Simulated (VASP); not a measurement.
An input for Ansatz (written as the equivalent of a VASP run, and not itself run):

Ansatz 0.2 input:
```yaml
crystal:
  lattice:
    - [0.0000000, 3.1675400, 3.1675400]
    - [3.1675400, 0.0000000, 3.1675400]
    - [3.1675400, 3.1675400, 0.0000000]
  atoms:
    - { symbol: Hg, position: [0.0000000, 0.0000000, 0.0000000] }
    - { symbol: Se, position: [0.7500000, 0.7500000, 0.7500000] }
kpoints:
  mp_grid: { grid: [12, 12, 12] }
hamiltonian:
  xc: pbe
  pseudopotentials: { kind: paw }
scf:
  occupations: { method: gaussian, width: 0.136 }
  max_iter: 100
relax:
  max_steps: 50
  f_tol: 0.01
  cell: {}
output: { forces: true, stress: true, eigenvalues: true }
```

Problem. Translate this input to VASP (INCAR, KPOINTS, POSCAR, choice of POTCAR).

Solution. Several could match; the one computed here: 
### KPOINTS
```
K-points
0
Gamma
 12 12 12
```

File POSCAR:
```
HgSe
1
    0.0000000000     3.1675400000     3.1675400000
    3.1675400000     0.0000000000     3.1675400000
    3.1675400000     3.1675400000     0.0000000000
Hg Se
1 1
Direct
  0.0000000000   0.0000000000   0.0000000000
  0.7500000000   0.7500000000   0.7500000000
```

**INCAR**
```
SYSTEM=HgSe
PREC=Accurate; ENCUT=300; LREAL=F
LASPH=T
EDIFF=1E-6; NELM=100; ALGO=Normal
LMAXMIX=6
ISMEAR=0; SIGMA=0.136
GGA=PE
IBRION=2; NSW=50; ISIF=3
EDIFFG=-0.01
LWAVE=F; LCHARG=F
```

POTCAR, in this order: Hg Se (PBE.64 set). Program: vasp_std.

What does not carry over: each code has its own PAW files, so the cut-off isn't converted (ENCUT is set for VASP's; basis.ecutwfc is left out, and Ansatz then takes the one that its files recommend); Ansatz stops its SCF on the density residual and VASP on the energy change (EDIFF).

The structure comes from a computed database's HgSe entry; how it stands against other phases isn't given here. This run relaxes it. Symmetry was kept, so distortions that lower it aren't found. The run is one of a series of settings (EDIFFG = -0.01, IBRION = 2, ISIF = 3, NSW = 50 against the base run), some of them coarse on purpose.
